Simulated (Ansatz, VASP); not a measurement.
# Sn: VASP beside Ansatz

Wanted: the spread between two codes on one cell, functional and k mesh. The cell is taken from a series of runs on this material, whose earlier steps may have relaxed, scaled, displaced or heated it; both programs get it as it stands.

Program: Ansatz 0.2.0. Level of theory: plane waves, with VASP 6.6.1 beside it; zone-centre phonons at LDA. Results are calculated unless marked as measured.

## 1. Set-up

Symmetry: R-3m, No. 166, trigonal system. The conventional cell has a = 4.440 Å, b = 4.440 Å, c = 11.431 Å, α = 90.00°, β = 90.00°, γ = 120.00°. Sn has 4 Sn at 2.76 to 2.79 Å nearest.

Coordinates:

```xyz
2
Lattice="0.1068 3.2464 3.2464 3.2464 0.1068 3.2464 3.2464 3.2464 0.1068" Properties=species:S:1:pos:R:3 pbc="T T T"
Sn    3.3190    3.3190    3.3190
Sn    4.9304    4.9304    4.9304
```

## 2. VASP: zone-centre phonons, LDA

Second derivatives magnify differences that forces hide, and they need a tight electronic threshold.

Lines of VASP's logs that name or quote its potential files are left out, and so is its time.

Contents of INCAR:

```
SYSTEM = Sn
PREC = Accurate
ENCUT = 500
EDIFF = 1E-08
NELM = 120
ISMEAR = 1
SIGMA = 0.2
LREAL = .FALSE.
ALGO = Normal
GGA = CA
NBANDS = 20
LORBIT = 11
LWAVE = .FALSE.
LCHARG = .FALSE.
ISIF = 2
IBRION = 8
LASPH = .TRUE.
GGA_COMPAT = .FALSE.
KPAR = 2
```

Contents of POSCAR:

```
Sn
1.0
    0.1067508258      3.2463787163      3.2463787163
    3.2463787163      0.1067508258      3.2463787163
    3.2463787163      3.2463787163      0.1067508258
Sn
2
Direct
    0.5029153270      0.5029153270      0.5029153270
    0.7470846730      0.7470846730      0.7470846730
```

Contents of KPOINTS:

```
Automatic mesh
0
Gamma
12 12 12
0 0 0
```

The projector-augmented-wave data sets are Sn_d (LDA family, release 64).

The run is started by

```bash
> mpirun -np 2 vasp_std
```

Numbers of over 12 decimals in the logs are rounded to 6 here.

The log of the run:

```text
[banner, memory and clock lines left out]
running    2 mpi-ranks, on    1 nodes
 distrk:  each k-point on    1 cores,    2 groups
 distr:  one band on    1 cores,    1 groups

 POSCAR found type information on POSCAR Sn
 POSCAR found :  1 types and       2 ions
 LDA part: xc-table for (Slater(with rela. corr.)+CA(PZ))
 , standard interpolation
 POSCAR, INCAR and KPOINTS ok, starting setup
 FFT: planning ... GRIDC
 FFT: planning ... GRID_SOFT
 FFT: planning ... GRID
 WAVECAR not read
 entering main loop
       N       E                     dE             d eps       ncg     rms          rms(c)
DAV:   1     0.222127571829E+03    0.22213E+03   -0.14805E+04  7608   0.204E+03
DAV:   2     0.148618989269E+02   -0.20727E+03   -0.20347E+03  7572   0.442E+02
DAV:   3    -0.827446177015E+01   -0.23136E+02   -0.22984E+02  8712   0.144E+02
DAV:   4    -0.902188027411E+01   -0.74742E+00   -0.74697E+00  8600   0.292E+01
DAV:   5    -0.904767950373E+01   -0.25799E-01   -0.25799E-01 10392   0.530E+00    0.354E+00
DAV:   6    -0.895000303007E+01    0.97676E-01   -0.47410E-02  9108   0.234E+00    0.199E+00
DAV:   7    -0.890316006107E+01    0.46843E-01   -0.72820E-02  8104   0.237E+00    0.157E-01
DAV:   8    -0.890372321711E+01   -0.56316E-03   -0.62849E-03  8748   0.858E-01    0.567E-02
DAV:   9    -0.890379641817E+01   -0.73201E-04   -0.26364E-04  9772   0.121E-01    0.219E-02
DAV:  10    -0.890379917199E+01   -0.27538E-05   -0.19024E-05  8944   0.424E-02    0.417E-03
DAV:  11    -0.890379930019E+01   -0.12820E-06   -0.19670E-06  8780   0.928E-03    0.219E-03
DAV:  12    -0.890379930708E+01   -0.68876E-08   -0.30999E-07 10272   0.354E-03    0.691E-04
DAV:  13    -0.890379930453E+01    0.25507E-08   -0.27132E-08  6836   0.142E-03
   1 F= -.89037993E+01 E0= -.89038783E+01  d E =0.237107E-03
 Linear response reoptimize wavefunctions to high precision
DAV:   1    -0.890379930464E+01   -0.10959E-09   -0.49769E-09  7076   0.657E-04
DAV:   2    -0.890379930469E+01   -0.50022E-10   -0.73341E-10  4568   0.280E-04
 Linear response DOF=           1
 Linear response progress:
  Degree of freedom:   1/  1
       N       E                     dE             d eps       ncg     rms          rms(c)
RMM:   1    -0.216202037843E+00   -0.21620E+00    0.63642E-01 23868   0.104E+01
RMM:   2    -0.223080382221E+00   -0.68783E-02   -0.20574E-02 33333   0.121E+00    0.730E-02
RMM:   3    -0.223275152492E+00   -0.19477E-03   -0.17209E-03 34902   0.335E-01    0.342E-02
RMM:   4    -0.223204195138E+00    0.70957E-04   -0.12156E-04 35009   0.102E-01    0.112E-02
RMM:   5    -0.223207496484E+00   -0.33013E-05   -0.16687E-05 35765   0.334E-02    0.384E-03
RMM:   6    -0.223210099877E+00   -0.26034E-05   -0.14572E-06 35060   0.984E-03    0.172E-03
RMM:   7    -0.223209755511E+00    0.34437E-06   -0.26613E-07 35061   0.358E-03    0.349E-04
RMM:   8    -0.223207479180E+00    0.22763E-05   -0.67657E-08 36083   0.130E-03    0.248E-04
RMM:   9    -0.223205968349E+00    0.15108E-05   -0.24071E-08 36213   0.515E-04    0.419E-05
RMM:  10    -0.223206271018E+00   -0.30267E-06   -0.26276E-08 37450   0.221E-04    0.352E-05
RMM:  11    -0.223206147470E+00    0.12355E-06   -0.18484E-09 36745   0.112E-04    0.953E-06
RMM:  12    -0.223206140251E+00    0.72188E-08   -0.45996E-09 38332   0.644E-05    0.609E-06
 first order change of Fermi-energy   0.56835E+00
 force on displaced ion       1 direction 1 :  -8.535  -0.025  -0.025
 Linear response finished
```

From OUTCAR (step 2):

```text
ion  position               nearest neighbor table
   1  0.503  0.503  0.503-   2 2.76   2 2.76   2 2.76   2 2.79
   2  0.747  0.747  0.747-   1 2.76   1 2.76   1 2.76   1 2.79

  LATTYP: Found a trigonal (rhomboedric) cell.
 ALAT       =     4.5923137173
 COS(alpha) =     0.5325951014

 Subroutine GETGRP returns: Found 12 space group operations
 (whereof  6 operations were pure point group operations)

The static configuration has the point symmetry C_3v.
 The point group associated with its full space group is D_3d.

 Found    189 irreducible k-points:

   k-points           NKPTS =    189   k-points in BZ     NKDIM =    189   number of bands    NBANDS=     20

   dimension x,y,z NGX =    36 NGY =   36 NGZ =   36
   dimension x,y,z NGXF=    72 NGYF=   72 NGZF=   72

   ENCUT  =  500.0 eV  36.75 Ry    6.06 a.u.   8.37  8.37  8.37*2*pi/ulx,y,z

   NELECT =      28.0000    total number of electrons

 k-points in reciprocal lattice and weights: Automatic mesh
   0.00000000  0.00000000  0.00000000       0.001
   0.08333333  0.00000000  0.00000000       0.003
   0.16666667  0.00000000  0.00000000       0.003
   0.25000000 -0.00000000 -0.00000000       0.003
   0.33333333 -0.00000000 -0.00000000       0.003
   0.41666667 -0.00000000 -0.00000000       0.003
   0.50000000 -0.00000000 -0.00000000       0.002
   0.08333333  0.08333333  0.00000000       0.003
   0.16666667  0.08333333  0.00000000       0.007
[...]
-0.41666667  0.50000000  0.41666667       0.003
   0.50000000  0.50000000  0.50000000       0.001

 average (electrostatic) potential at core
       1-100.9247       2-100.9247

  Total        0.8531969      0.8531969      0.8531969     -0.4219268     -0.4219268     -0.4219268
  in kB       21.0131855     21.0131855     21.0131855    -10.3915358    -10.3915358    -10.3915358
  external PRESSURE =      21.0131855 kB  Pullay stress =       0.0000000 kB

  energy-cutoff  :      500.00
  volume of cell :       65.05
      direct lattice vectors                 reciprocal lattice vectors
     0.106750826  3.246378716  3.246378716    -0.161830575  0.156678508  0.156678508
     3.246378716  0.106750826  3.246378716     0.156678508 -0.161830575  0.156678508
     3.246378716  3.246378716  0.106750826     0.156678508  0.156678508 -0.161830575

 POSITION                                       TOTAL-FORCE (eV/Angst)
 -----------------------------------------------------------------------------------
      3.31899      3.31899      3.31899        -0.000110     -0.000110     -0.000110
      4.93039      4.93039      4.93039         0.000110      0.000110      0.000110
 -----------------------------------------------------------------------------------
    total drift:                                0.000000     -0.000000     -0.000000

 Eigenvectors and eigenvalues of the dynamical matrix
 ----------------------------------------------------

   1 f  =    5.945623 THz    37.357450 2PiTHz  198.324630 cm-1    24.589109 meV
             X         Y         Z           dx          dy          dz
      3.318994  3.318994  3.318994     0.408248    0.408248    0.408248
      4.930391  4.930391  4.930391    -0.408248   -0.408248   -0.408248

   2 f  =    5.919264 THz    37.191835 2PiTHz  197.445409 cm-1    24.480100 meV
             X         Y         Z           dx          dy          dz
      3.318994  3.318994  3.318994    -0.500000    0.500000   -0.000000
      4.930391  4.930391  4.930391     0.500000   -0.500000   -0.000000

   3 f  =    5.919264 THz    37.191835 2PiTHz  197.445409 cm-1    24.480100 meV
             X         Y         Z           dx          dy          dz
      3.318994  3.318994  3.318994     0.288675    0.288675   -0.577350
      4.930391  4.930391  4.930391    -0.288675   -0.288675    0.577350

   4 f  =    0.000000 THz     0.000001 2PiTHz    0.000003 cm-1     0.000000 meV
             X         Y         Z           dx          dy          dz
      3.318994  3.318994  3.318994    -0.116911   -0.695021   -0.057252
      4.930391  4.930391  4.930391    -0.116911   -0.695021   -0.057252

   5 f/i=    0.000000 THz     0.000000 2PiTHz    0.000002 cm-1     0.000000 meV
             X         Y         Z           dx          dy          dz
      3.318994  3.318994  3.318994    -0.697101    0.114844    0.029343
      4.930391  4.930391  4.930391    -0.697101    0.114844    0.029343

   6 f/i=    0.000000 THz     0.000001 2PiTHz    0.000003 cm-1     0.000000 meV
             X         Y         Z           dx          dy          dz
      3.318994  3.318994  3.318994    -0.019543    0.061293   -0.704174
      4.930391  4.930391  4.930391    -0.019543    0.061293   -0.704174

 ELASTIC MODULI CONTR FROM IONIC RELAXATION (kBar)
 Direction    XX          YY          ZZ          XY          YZ          ZX
 --------------------------------------------------------------------------------
 XX          -2.7381     -2.0104     -2.0104      7.2706     22.8585      8.5311
 YY          -2.0104     -2.7381     -2.0104      8.5311      7.2706     22.8585
 ZZ          -2.0104     -2.0104     -2.7381     22.8585      8.5311      7.2706
 XY           7.2706      8.5311     22.8585   -279.7716     29.3218     29.3218
 YZ          22.8585      7.2706      8.5311     29.3218   -279.7716     29.3218
 ZX           8.5311     22.8585      7.2706     29.3218     29.3218   -279.7716
 --------------------------------------------------------------------------------
```

## 3. Ansatz: zone-centre phonons, LDA

Ansatz runs on its PAW soft_1 files.

The same cell, functional (in two slightly different forms), mesh and smearing now go to Ansatz, which takes its cutoff from its data sets.

Contents of input.yaml:

```yaml
crystal:
  lattice:
    - [0.1067508258, 3.2463787163, 3.2463787163]
    - [3.2463787163, 0.1067508258, 3.2463787163]
    - [3.2463787163, 3.2463787163, 0.1067508258]
  atoms:
    - { symbol: Sn, position: [0.502915327, 0.502915327, 0.502915327] }
    - { symbol: Sn, position: [0.747084673, 0.747084673, 0.747084673] }
kpoints:
  mp_grid: { grid: [12, 12, 12] }
hamiltonian:
  xc: lda
  pseudopotentials: { kind: paw, azcp: { folder: soft_1 }, xc_functional: pbe }
scf:
  occupations: { method: methfessel_paxton, width: 0.2 }
output:
  eigenvalues: true
phonons:
  method: dfpt
```

The run is started by

```bash
> ansatz run input.yaml --threads 4 --pin off --max-ram 10240MiB --backend cpu --events-out ev --progress --plain --runs-dir out
```

The log of the run:

```text
Engine: ansatz 0.2.0, x86_64-unknown-linux-gnu
Pseudopotentials: kind: paw
Pseudopotential: Sn, paw, valence charge 14, recommended cutoff 420 eV (normal), soft_1/Sn.paw.azcp
Functional definition: SPW92
  exchange = slater_x
  correlation = pw_c
Crystal: 2 atoms, lattice volume = 65.053 Å³
Basis set: ecut = 420 eV, 1279 PW (Γ), exchange–correlation on 64×64×64 points (8 copies of the dense FFT grid, shifted against one another)
Bands: 18, of which v1, the nominal top of the filled ones, is band 14 counted from 1 (13 counted from 0)
Symmetry: 12 space group operations
k-points: 476 of 1728 (irreducible under 2 space group operations, time reversal used)
Non-local potential: Sn, projectors of the file, l = 0: 2, l = 1: 2, l = 2: 2, l = 3: 1
PAW form: soft (Blöchl's): semilocal exchange-correlation on the pseudo side does not see the compensation charge
PAW frozen core: Sn, regenerated for the run's functional, and the local potential with it (the file was generated under x = pbe(κ = 0.804, μ = 0.219515), c = pbe(β = 0.066725))
PAW one-centre angular grid: Sn, 590 points (default); XC on 64 Gauss nodes
Initial density: superposition of atomic densities (chi_scale 0.1, normalization cell)
Initial wavefunctions: pseudopotential atomic-orbital guess
Functional: x = slater, c = lda
SCF iter   1: F=—  HF=-11759.252108 eV  |F-HF|=—  |Δ(HF+E_count)|=         —  Δρ=2.39e-2  dr2=4.14e-1  ethr=3.10e-3  ⟨swp⟩=5.7  Hψ=44560  notcnv=0
preconditioner: auto → Kerker (q_TF=auto, 2.371 Å⁻¹)  [metal: Δε(μ)=0.005 eV  Ē_g=20.121 eV  σ=0.200 eV  W_gap=0.02  n_scr=14 (ndim 8)  ℏωp=24.4 eV  f_vac=0.000  D(μ)=0.13/eV (n_scr^D=0)]
SCF iter   2: F=—  HF=-11759.169416 eV  |F-HF|=—  |Δ(HF+E_count)|=   8.27e-2  S|Δr|=    0.00e0  Δρ=1.51e-2  dr2=1.94e-1  ethr=1.48e-3  ⟨swp⟩=1.0  Hψ=12384  notcnv=0
SCF iter   3: F=—  HF=-11759.114911 eV  |F-HF|=—  |Δ(HF+E_count)|=   5.45e-2  S|Δr|=    0.00e0  Δρ=3.25e-3  dr2=1.80e-2  ethr=6.93e-4  ⟨swp⟩=1.7  Hψ=9887  notcnv=0
SCF iter   4: F=—  HF=-11759.112063 eV  |F-HF|=—  |Δ(HF+E_count)|=   2.85e-3  S|Δr|=    0.00e0  Δρ=1.60e-3  dr2=3.14e-3  ethr=6.43e-5  ⟨swp⟩=2.0  Hψ=10419  notcnv=0
SCF iter   5: F=—  HF=-11759.112121 eV  |F-HF|=—  |Δ(HF+E_count)|=   5.74e-5  S|Δr|=    0.00e0  Δρ=2.31e-4  dr2=3.67e-5  ethr=1.12e-5  ⟨swp⟩=2.0  Hψ=10485  notcnv=0
SCF iter   6: F=—  HF=-11759.112145 eV  |F-HF|=—  |Δ(HF+E_count)|=   2.48e-5  S|Δr|=    0.00e0  Δρ=5.21e-5  dr2=1.87e-6  ethr=1.31e-7  ⟨swp⟩=3.0  Hψ=15687  notcnv=0
SCF iter   7: F=—  HF=-11759.112147 eV  |F-HF|=—  |Δ(HF+E_count)|=   1.54e-6  S|Δr|=    0.00e0  Δρ=1.36e-5  dr2=1.95e-7  ethr=6.69e-9  ⟨swp⟩=2.4  Hψ=12800  notcnv=0
SCF iter   8: F=—  HF=-11759.112147 eV  |F-HF|=—  |Δ(HF+E_count)|=   6.89e-8  S|Δr|=    0.00e0  Δρ=5.53e-6  dr2=3.14e-8  ethr=6.95e-10  ⟨swp⟩=3.0  Hψ=15751  notcnv=0
SCF iter   9: F=—  HF=-11759.112147 eV  |F-HF|=—  |Δ(HF+E_count)|=   1.07e-9  S|Δr|=    0.00e0  Δρ=1.99e-6  dr2=4.89e-9  ethr=1.12e-10  ⟨swp⟩=3.0  Hψ=15619  notcnv=0
SCF iter  10: F=—  HF=-11759.112147 eV  |F-HF|=—  |Δ(HF+E_count)|=  1.00e-10  S|Δr|=    0.00e0  Δρ=8.18e-7  dr2=3.32e-10  ethr=1.75e-11  ⟨swp⟩=2.4  Hψ=12077  notcnv=0
SCF iter  11: F=-11759.112147 eV  HF=-11759.112147 eV  |F-HF|=5.46e-12  |Δ(HF+E_count)|=  1.24e-10  S|Δr|=    0.00e0  Δρ=1.19e-7  dr2=9.60e-12  ethr=1.00e-12  ⟨swp⟩=5.2  Hψ=43889  notcnv=0
SCF 1 converged in 11 iterations: F = -11759.112147 eV  dr2 = 9.60e-12
  greatest PAW one-centre occupation: 0.991 electrons in one spin orbital (limit 2), on the Sn atom at site 1 (counted from 0), in its partial waves of l = 2
DFPT response loops at Γ: preconditioner auto → Kerker (q_TF=auto, 2.371 Å⁻¹) (partly filled bands, converged f_vac=0.068); β = 1.00, the filter's whole step (`scf.mixing.beta` (0.50) is not read by the response loops under this deck's `scf.mixing.preconditioner`; to damp them name `kerker` or `kerker_dos`, under which they read `scf.mixing.beta`, and type it under 1.00, their step now; both keys bind the ground state too); Broyden in place of MSR1
SCF converged after 11 iterations
Stability not checked: this state was not tested for a lower state beside it, because cold or Methfessel-Paxton smearing, or corrected tetrahedra, fill the levels in a way that the test cannot read (fill_not_monotonic; see scf.lower_state_search)
Free energy (F): -11759.112147 eV
Harris-Foulkes:  -11759.112147 eV  (|F-HF|=5.46e-12)
Internal energy: -11759.112453 eV  (E = F + TS)
E sigma→0 (E₀):  -11759.112223 eV
Entropy (-TS):   0.000306 eV (0.153 meV/atom)
Fermi energy:    8.217738 eV
--- Per-component energies (eV) ---
  E_band       = -239.401764
  E_kinetic    = 340.454407
  E_local      = -2567.000003  (includes V_loc(G=0)·N_el)
  E_nonlocal   = 299.247143
  E_hartree    = 1251.667962
  E_xc         = -250.632215
  E_vxc        = -163.117841  (∫ρ·V_xc dr)
  E_paw        = -8451.521010  (= ΣΔE_a)
  E_vpaw       = -652.321872  (= ΣTr[D̂ρ^β])
  E_aug_tail   = 0.000549  (compensation charges beyond the density's cutoff)
  E_ewald      = -2382.179068
  E_core_change = 0.849782  (= ΣΔE_core)
  E_smearing   = 0.000306  (= −TS)
  E_closure    = -0.000000  (closes the sum)
  Σ components = -11759.112147   (vs F -11759.112147, Δ=0.00e0)
--- Band table (eV; the first three rows and the last of 476) ---
  k-point 0: bands = [... 10 lower, -2.8087, 7.5880, 7.9445, 8.4490, 8.4490, 10.2542, 10.4594, 10.4594]
  k-point 1: bands = [... 10 lower, -2.7360, 6.7182, 7.8728, 8.2800, 8.6723, 10.4487, 10.6561, 10.7979]
  k-point 2: bands = [... 10 lower, -2.5206, 5.4201, 7.5532, 7.9291, 8.6395, 10.7739, 11.0443, 11.7563]
  k-point 475: bands = [... 10 lower, -1.2556, 1.5468, 7.2341, 7.2341, 8.6370, 11.6319, 11.6319, 13.9201]
--- Phonons (Γ-DFPT): 1 representative perturbation + reference, on 476 of 1728 k-points (Σ response iterations 3) ---
  k mesh reduced under 2 symmetry operations, with k and −k counted as one. Each operation leaves every solved perturbation unchanged. A smaller set is not used because it would not reduce the number of displacements times k-points to solve
  ASR residual: 8.718e-6 → 0.000e0 eV/Å²; symmetrization residual: 1.858e-12 eV/Å²
  ASR residual per site (eV/Å²): 8.72e-6 8.72e-6
  Γ frequencies (cm⁻¹): 0.00 0.00 0.00 196.57 196.57 197.51
  non-analytic LO–TO correction: not included (Born effective charges unavailable; polar crystals: no LO–TO splitting at Γ)
```

Reading the cycles: dr2 is the Hartree energy of the density residual (eV), the measure of convergence; HF is the Harris–Foulkes estimate of the energy, which meets the free energy F at convergence.

## 4. Side by side

Known differences besides the potentials themselves: the two LDA forms differ slightly; the cutoff is 420 eV in Ansatz and 500 eV in VASP; VASP's log shows a relativistic correction to its local exchange, Ansatz's none. Total energies have different zeros and are not compared.

Compared:

```tsv
quantity	Ansatz	VASP	difference
optical mode 1 to 2 (cm⁻¹)	196.6	197.4	-0.44 %
optical mode 3 (cm⁻¹)	197.5	198.3	-0.41 %
```

Modes are paired by rising frequency, not by their patterns, so a pair may set unlike modes beside each other; they are those without the splitting of longitudinal modes.

## 5. Outcome

| Item | Value |
| --- | --- |
| r.m.s. difference of the optical zone-centre modes, each program's sorted by frequency (zone-centre phonons, LDA) | 0.86 cm⁻¹ |

**Reading.** The r.m.s. difference of the optical zone-centre modes, each program's sorted by frequency is 0.86 cm⁻¹ (zone-centre phonons, LDA). Such differences can come from data sets, numerical settings and the points named under the comparisons, not from the functional's error against experiment.

[Lines on the potential files, build, host, timing and source positions are cut from VASP's logs without a mark.]

[Logs are printed without paths, hosts, clocks, repeated set-up lines and the standing remarks that a program may print on its own settings, such as how far it seeks lower states.]

[Hosts, paths, dates, database ids (printed as entryN), source tags and the programs' standing remarks are cut or masked in the printed files.]
